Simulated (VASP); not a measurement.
Here is a VASP 6.6.1 calculation.

INCAR

```
SYSTEM = MgS
PREC = Accurate ; ENCUT = 520
EDIFF = 1E-7 ; ISMEAR = 0
SIGMA = 0.1 ; LREAL = .FALSE.
LASPH = .TRUE. ; NELM = 100
ALGO = Fast ; ISIF = 2
LWAVE = .FALSE. ; LCHARG = .FALSE.
NBANDS = 11
```

File KPOINTS:

```
Automatic mesh
0
G
  6 6 6
  0 0 0
```

File POSCAR:

```
MgS
1.0
    0.0000000000      2.8300000000      2.8300000000
    2.8300000000      0.0000000000      2.8300000000
    2.8300000000      2.8300000000      0.0000000000
Mg S
1 1
Direct
    0.0000000000      0.0000000000      0.0000000000
    0.2500000000      0.2500000000      0.2500000000
```

Potentials or basis: VASP PAW LDA potentials, release 64 (Mg, S).

The run is started by

```sh
$ cat potpaw_LDA.64/Mg/POTCAR potpaw_LDA.64/S/POTCAR > POTCAR
$ mpirun -np 1 vasp_std > vasp.out
```

Problem. What does it give for the pressure?

Solution. -2.3 GPa.

Problem. Estimate the band gap on the k mesh.

Solution. 3.20 eV, direct.

A k mesh can miss the band edges.
